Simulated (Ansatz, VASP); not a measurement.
# Ge2Sb2Te5 in two plane-wave programs

Aim: how closely do two programs agree when they are given the same cell, functional and k mesh? The cell is taken from a series of runs on this material, whose earlier steps may have relaxed, scaled, displaced or heated it; both programs get it as it stands.

Main program and level: Ansatz 0.2.0; plane waves, with VASP 6.6.1 beside it; single point at HSE06.

**1. The structure**

It takes space group P-3m1 (No. 164, trigonal). Conventional cell: a = 4.294 Å, b = 4.294 Å, c = 17.101 Å, α = 90.00°, β = 90.00°, γ = 120.00°. Nearest to Ge lie 6 Te at 2.98 to 3.01 Å. Nearest to Sb lie 6 Te at 3.01 to 3.20 Å. Nearest to Te lie 6 Ge at 3.01 Å. Nearest to Te lie 3 Ge at 2.98 Å and 3 Sb at 3.20 Å. Te has 3 Sb at 3.01 Å nearest. Farther neighbours and most contacts between anions are not listed.

**2. VASP: single point, HSE06**

With cell and atoms fixed, the geometry can't cause a difference; cores, projectors, grids and the points listed under the comparison can.

Lines of VASP's logs that name or quote its potential files are left out, and so is its time.

The run reads the wave functions of an earlier VASP run, which isn't shown here.

Contents of INCAR:

```
SYSTEM = Ge2Sb2Te5
PREC = Accurate
ENCUT = 410
EDIFF = 1E-06
NELM = 100
ISMEAR = 0
SIGMA = 0.01
LREAL = .FALSE.
ALGO = Normal
LHFCALC = .TRUE.
AEXX = 0.25
GGA = PE
HFSCREEN = 0.208
LASPH = .TRUE.
NBANDS = 43
PRECFOCK = Fast
LORBIT = 11
LWAVE = .FALSE.
LCHARG = .FALSE.
KPAR = 8
NCORE = 2
ISIF = 2
```

Contents of POSCAR:

```
Ge2Sb2Te5
1.0
    4.2940644248      0.0000000000      0.0000000000
   -2.1470322124      3.7187688774      0.0000000000
    0.0000000000      0.0000000000     17.1013460000
Ge Sb Te
2 2 5
Direct
    0.3333333333      0.6666666667      0.8998167825
    0.6666666667      0.3333333333      0.1001832175
    0.0000000000      0.0000000000      0.6846797893
    0.0000000000      0.0000000000      0.3153202107
    0.0000000000      0.0000000000      0.0000000000
    0.6666666667      0.3333333333      0.8026262036
    0.3333333333      0.6666666667      0.1973737964
    0.3333333333      0.6666666667      0.5850722908
    0.6666666667      0.3333333333      0.4149277092
```

Contents of KPOINTS:

```
Automatic mesh
0
Gamma
6 6 2
0 0 0
```

The projector-augmented-wave data sets are Ge_d, Sb and Te (PBE family, release 64).

On the command line:

```bash
> mpirun -np 16 vasp_std
```

Numbers of over 12 decimals in the logs are rounded to 6 here.

What it wrote:

```text
[banner, memory and clock lines left out]
running   16 mpi-ranks, on    1 nodes
 distrk:  each k-point on    2 cores,    8 groups
 distr:  one band on    2 cores,    1 groups

 POSCAR found type information on POSCAR GeSbTe
 POSCAR found :  3 types and       9 ions
 LDA part: xc-table for (Slater+PW92), standard interpolation
 found WAVECAR, reading the header
 POSCAR, INCAR and KPOINTS ok, starting setup
 FFT: planning ... GRIDC
 FFT: planning ... GRID_SOFT
 FFT: planning ... GRID
 reading WAVECAR
 the WAVECAR file was read successfully
 initial charge from wavefunction
 entering main loop
       N       E                     dE             d eps       ncg     rms          rms(c)
DAV:   1    -0.412830244931E+02   -0.41283E+02   -0.79794E+00  1216   0.166E+01    0.274E+01
DAV:   2    -0.413058032483E+02   -0.22779E-01   -0.21637E-01  1323   0.291E+00    0.178E+01
DAV:   3    -0.412929948660E+02    0.12808E-01   -0.24970E-02  1297   0.114E+00    0.115E+01
DAV:   4    -0.412912680775E+02    0.17268E-02   -0.87518E-03  1339   0.496E-01    0.704E+00
DAV:   5    -0.412908499290E+02    0.41815E-03   -0.14472E-03  1385   0.220E-01    0.423E+00
DAV:   6    -0.412906815367E+02    0.16839E-03   -0.32428E-04  1364   0.106E-01    0.255E+00
DAV:   7    -0.412906419686E+02    0.39568E-04   -0.91859E-05  1367   0.493E-02    0.153E+00
DAV:   8    -0.412906407127E+02    0.12559E-05   -0.28868E-05  1246   0.224E-02    0.923E-01
DAV:   9    -0.412906457173E+02   -0.50046E-05   -0.71148E-06  1226   0.119E-02    0.554E-01
DAV:  10    -0.412906504694E+02   -0.47521E-05   -0.20263E-06   971   0.677E-03    0.331E-01
DAV:  11    -0.412906541340E+02   -0.36646E-05   -0.85630E-07   662   0.453E-03    0.199E-01
DAV:  12    -0.412906565112E+02   -0.23772E-05   -0.29515E-07   650   0.354E-03    0.119E-01
DAV:  13    -0.412906579920E+02   -0.14808E-05   -0.13554E-07   647   0.242E-03    0.714E-02
DAV:  14    -0.412906588932E+02   -0.90127E-06   -0.70738E-08   647   0.186E-03
   1 F= -.41290659E+02 E0= -.41290659E+02  d E =-.255816E-54
```

Parts of OUTCAR (step 2):

```text
ion  position               nearest neighbor table
   1  0.333  0.667  0.900-   6 2.98   6 2.98   6 2.98   5 3.01   5 3.01   5 3.01
   2  0.667  0.333  0.100-   7 2.98   7 2.98   7 2.98   5 3.01   5 3.01   5 3.01
   3  0.000  0.000  0.685-   8 3.01   8 3.01   8 3.01   6 3.20   6 3.20   6 3.20
   4  0.000  0.000  0.315-   9 3.01   9 3.01   9 3.01   7 3.20   7 3.20   7 3.20
   5  0.000  0.000  0.000-   1 3.01   2 3.01   2 3.01   1 3.01   2 3.01   1 3.01
   6  0.667  0.333  0.803-   1 2.98   1 2.98   1 2.98   3 3.20   3 3.20   3 3.20
   7  0.333  0.667  0.197-   2 2.98   2 2.98   2 2.98   4 3.20   4 3.20   4 3.20
   8  0.333  0.667  0.585-   3 3.01   3 3.01   3 3.01
   9  0.667  0.333  0.415-   4 3.01   4 3.01   4 3.01

  LATTYP: Found a hexagonal cell.
 ALAT       =     4.2940644248
 C/A-ratio  =     3.9825545936

 Subroutine GETGRP returns: Found 12 space group operations
 (whereof 12 operations were pure point group operations)

The static configuration has the point symmetry D_3d.

 Found     14 irreducible k-points:

   k-points           NKPTS =     14   k-points in BZ     NKDIM =     72   number of bands    NBANDS=     43

   dimension x,y,z NGX =    28 NGY =   28 NGZ =  120
   dimension x,y,z NGXF=    56 NGYF=   56 NGZF=  240

   ENCUT  =  410.0 eV  30.13 Ry    5.49 a.u.   7.09  7.09 28.23*2*pi/ulx,y,z

   NELECT =      68.0000    total number of electrons

 k-points in reciprocal lattice and weights: Automatic mesh
   0.00000000  0.00000000  0.00000000       0.014
   0.16666667  0.00000000  0.00000000       0.083
   0.33333333  0.00000000  0.00000000       0.083
   0.50000000  0.00000000  0.00000000       0.042
   0.16666667  0.16666667  0.00000000       0.083
   0.33333333  0.16666667  0.00000000       0.167
   0.33333333  0.33333333  0.00000000       0.028
   0.00000000  0.00000000  0.50000000       0.014
   0.16666667  0.00000000  0.50000000       0.083
[...]
0.33333333  0.16666667  0.50000000       0.167
   0.33333333  0.33333333  0.50000000       0.028

  exchange ACFDT corr.  =         0.00000000  see jH, gK, PRB 81, 115126

 average (electrostatic) potential at core
       1 -66.6145       2 -66.6145       3 -83.7765       4 -83.7765       5 -84.4733
       6 -84.5508       7 -84.5508       8 -84.8206       9 -84.8206

 E-fermi :   6.0364

 k-point     1 :       0.0000    0.0000    0.0000
  band No.  band energies     occupation
    ...
     30       4.4386      2.00000
     31       4.4386      2.00000
     32       4.8562      2.00000
     33       5.1544      2.00000
     34       5.9286      2.00000
     35       6.4934      0.00000
     36       6.4934      0.00000
     37       6.5439      0.00000
     38       7.1577      0.00000
     39       7.1577      0.00000
    ...

 k-point     2 :       0.1667    0.0000    0.0000
  band No.  band energies     occupation
    ...
     30       4.3155      2.00000
     31       4.6319      2.00000
     32       4.6822      2.00000
     33       5.2425      2.00000
     34       5.7218      2.00000
     35       6.8223      0.00000
     36       6.8702      0.00000
     37       7.4735      0.00000
     38       7.5003      0.00000
     39       7.6496      0.00000
    ...

 k-point     3 :       0.3333    0.0000    0.0000
  band No.  band energies     occupation
    ...
     30       3.7746      2.00000
     31       3.9282      2.00000
     32       4.4162      2.00000
     33       4.7217      2.00000
     34       5.2463      2.00000
     35       7.1498      0.00000
     36       7.1878      0.00000
     37       7.6451      0.00000
     38       7.8746      0.00000
     39       8.0197      0.00000
    ...

  Total       -2.7825388     -2.7825388     -1.7637695     -0.0000000     -0.0000000      0.0000000
  in kB      -16.3250218    -16.3250218    -10.3479512     -0.0000000     -0.0000000      0.0000000
  external PRESSURE =     -14.3326649 kB  Pullay stress =       0.0000000 kB

  energy-cutoff  :      410.00
  volume of cell :      273.09
      direct lattice vectors                 reciprocal lattice vectors
     4.294064425  0.000000000  0.000000000     0.232879599  0.134453099  0.000000000
    -2.147032212  3.718768877  0.000000000     0.000000000  0.268906198  0.000000000
     0.000000000  0.000000000 17.101346000     0.000000000  0.000000000  0.058474929

 POSITION                                       TOTAL-FORCE (eV/Angst)
 -----------------------------------------------------------------------------------
     -0.00000      2.47918     15.38808         0.000000     -0.000000     -0.019872
      2.14703      1.23959      1.71327        -0.000000      0.000000      0.019872
      0.00000      0.00000     11.70895         0.000000     -0.000000     -0.167459
      0.00000      0.00000      5.39240         0.000000     -0.000000      0.167459
      0.00000      0.00000      0.00000         0.000000     -0.000000     -0.000000
      2.14703      1.23959     13.72599         0.000000      0.000000     -0.063534
     -0.00000      2.47918      3.37536         0.000000      0.000000      0.063534
     -0.00000      2.47918     10.00552         0.000000      0.000000      0.377087
      2.14703      1.23959      7.09582         0.000000     -0.000000     -0.377087
 -----------------------------------------------------------------------------------
    total drift:                               -0.000000      0.000000     -0.000008

  FREE ENERGIE OF THE ION-ELECTRON SYSTEM (eV)
  ---------------------------------------------------
  free  energy   TOTEN  =       -41.2906588932 eV

  energy  without entropy=      -41.2906588932  energy(sigma->0) =      -41.29065889

 total charge
# of ion       s       p       d       tot
------------------------------------------
    1        1.350   0.711  10.014  12.075
    2        1.350   0.711  10.014  12.075
    3        1.332   1.045   0.053   2.430
    4        1.332   1.045   0.053   2.430
    5        1.340   2.088   0.032   3.459
    6        1.345   2.081   0.031   3.458
    7        1.345   2.081   0.031   3.458
    8        1.367   2.020   0.027   3.414
    9        1.367   2.020   0.027   3.414
--------------------------------------------------
tot         12.126  13.805  20.282  46.213

[... 3 further parts left out ...]
```

The gap is read on the k-mesh alone, so it is an upper bound where the band edges lie off the mesh. The PAW data sets were made with PBE, which is usual practice but a small mismatch for other functionals.

(Part 1 of 2 ends here.)

[Lines on the potential files, build, host, timing and source positions are cut from VASP's logs without a mark.]

[Logs are printed without paths, hosts, clocks, repeated set-up lines and the standing remarks that a program may print on its own settings, such as how far it seeks lower states.]

[Hosts, paths, dates, database ids (printed as entryN), source tags and the programs' standing remarks are cut or masked in the printed files.]
